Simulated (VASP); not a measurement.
Input:

```xyz
2
Lattice="2.8216 0.0000 0.0000 0.0000 2.8129 0.0000 0.0000 0.0000 3.6729" Properties=species:S:1:pos:R:3 pbc="T T T"
Cu     0.0000     0.0000     0.0000
Au     1.4607     1.4065     1.8364
```

Computed with PBE GGA, VASP's PBE PAW potentials (set 64) (plane waves; VASP). Numerical set-up: ADDGRID = .TRUE., 400 eV cut-off, 12×12×9 Γ-centred mesh, first-order Methfessel-Paxton smearing of 0.10 eV, potentials Cu Au.

Unless said otherwise, spin-orbit coupling is left out, though it shifts the bands of the heavy elements here.

Q: Estimate the energy per atom (σ→0), pressure, largest force, band gap (on the k-mesh) with the smallest direct gap where there is one.

A: 
The band gap (on the k-mesh) is none (metal, semimetal or under 0.01 eV) and the energy per atom (σ→0) is -3.522 eV/atom. The pressure comes out as 4.28 GPa. The largest force is 0.00695 Ry/bohr.

Only differences to runs with the same potentials and settings are physical.

The compound is CuAu in the L1_0 structure. The cell was not relaxed at this level, atoms are displaced from their ideal sites. The run is one of a series of settings (ADDGRID = .TRUE. against the base run), some of them coarse on purpose.
